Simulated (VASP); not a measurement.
Calculation: vdW-DF-cx, VASP's PBE PAW potentials (set 64) (plane waves; VASP).

A VASP calculation is set up with these files.

INCAR:
```
# general
SYSTEM   = WC
PREC     = Accurate
ENCUT    = 520
LREAL    = .FALSE.
LASPH    = .TRUE.

# electronic loop
EDIFF    = 1E-7
NELM     = 100
ALGO     = Normal
LMAXMIX  = 6

# smearing
ISMEAR   = 1
SIGMA    = 0.1

# functional
GGA      = CX
LUSE_VDW = .TRUE.
AGGAC    = 0.0

# ions
IBRION   = 2
NSW      = 30
ISIF     = 4
EDIFFG   = -0.01

# output
LWAVE    = .FALSE.
LCHARG   = .FALSE.
```

File KPOINTS:
```
Automatic mesh
0
G
 14 14 13
```

File POSCAR:
```
WC
1
    1.4826142483    -2.5679632823     0.0000000000
    1.4826142483     2.5679632823     0.0000000000
    0.0000000000     0.0000000000     2.8939211797
W C
1 1
Direct
  0.0000000000   0.0000000000   0.0000000000
  0.3333330000   0.6666670000   0.5000000000
```

POTCAR, in this order: W_sv C (PBE.64 set). Program: vasp_std.

Unless said otherwise, spin-orbit coupling is left out, though it shifts the bands of the heavy elements here.

Problem. Estimate the energy per atom (σ→0), band gap (on the k-mesh).

Solution. 
| Property | Value |
|---|---|
| energy per atom (σ→0) | -9.486 eV/atom |
| band gap (on the k-mesh) | none (metal, semimetal or under 0.01 eV) |

**OSZICAR**
```
...
       N       E                     dE             d eps       ncg     rms          rms(c)
DAV:   1    -0.189726813014E+02   -0.20646E-02   -0.56156E-02  4373   0.283E+00    0.197E-01
DAV:   2    -0.189715436795E+02    0.11376E-02   -0.23582E-03  4653   0.478E-01    0.106E-01
DAV:   3    -0.189711198902E+02    0.42379E-03   -0.91064E-04  4723   0.272E-01    0.322E-02
DAV:   4    -0.189711170983E+02    0.27919E-05   -0.35546E-05  4813   0.585E-02    0.141E-02
DAV:   5    -0.189711165097E+02    0.58862E-06   -0.33418E-06  4763   0.174E-02    0.326E-03
DAV:   6    -0.189711164486E+02    0.61088E-07   -0.45661E-07  4828   0.647E-03
   3 F= -.18971116E+02 E0= -.18971183E+02  d E =-.356125E-03
```

The compound is WC in the wc structure. This cell is one point of a volume scan, at 1.06 of the reference volume. Symmetry was kept, so distortions that lower it aren't found.
